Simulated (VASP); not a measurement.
Given:

```
CELL_PARAMETERS angstrom
      0.00000     2.31726     2.31726
      2.31726     0.00000     2.31726
      2.31726     2.31726     0.00000
ATOMIC_POSITIONS crystal
  Hf 0.00000 0.00000 0.00000
  C  0.50000 0.50000 0.50000
```

All values below come from r2SCAN meta-GGA, VASP's PBE PAW potentials (set 64) (plane waves; VASP). Numerical set-up: 520 eV cut-off, 15×15×15 Γ-centred mesh, tetrahedra with Blöchl corrections, potentials Hf_pv C.

Unless said otherwise, spin-orbit coupling is left out, though it shifts the bands of the heavy elements here.

Question: Tabulate the total density of states (states/eV per cell) against energy (eV; zero at the valence-band maximum or, without a gap, the Fermi level).

Answer: 
```
E (eV) | DOS (states/eV)
    -9.98 | ######## 0.85
    -9.62 | ### 0.29
    -9.26 |  0.00
    -8.90 |  0.00
    -8.66 |  0.00
    -8.30 |  0.00
    -7.94 |  0.00
    -7.58 |  0.00
    -7.22 |  0.00
    -6.86 |  0.00
    -6.50 |  0.00
    -6.14 | # 0.10
    -5.90 | ## 0.19
    -5.54 | ### 0.32
    -5.18 | ##### 0.54
    -4.82 | ####### 0.83
    -4.46 | ######## 0.88
    -4.10 | ######### 0.98
    -3.74 | ###### 0.63
    -3.38 | #### 0.50
    -3.14 | ########### 1.18
    -2.78 | ############################## 3.34
    -2.42 | ###################### 2.42
    -2.06 | ############# 1.47
    -1.70 | ######### 1.03
    -1.34 | ####### 0.74
    -0.98 | ##### 0.56
    -0.62 | #### 0.41
    -0.38 | ## 0.23
    -0.02 | ## 0.21
     0.34 | ## 0.23
     0.70 | ## 0.27
     1.06 | ### 0.33
     1.42 | #### 0.40
     1.78 | ##### 0.51
     2.14 | ##### 0.54
     2.38 | ##### 0.57
     2.74 | ###### 0.62
     3.10 | ###### 0.70
     3.46 | ####### 0.83
```
Within 2 eV below the Fermi level the largest weight inside VASP's projection spheres is C p, then Hf d.

The compound is HfC in the rock salt structure. It was relaxed first.
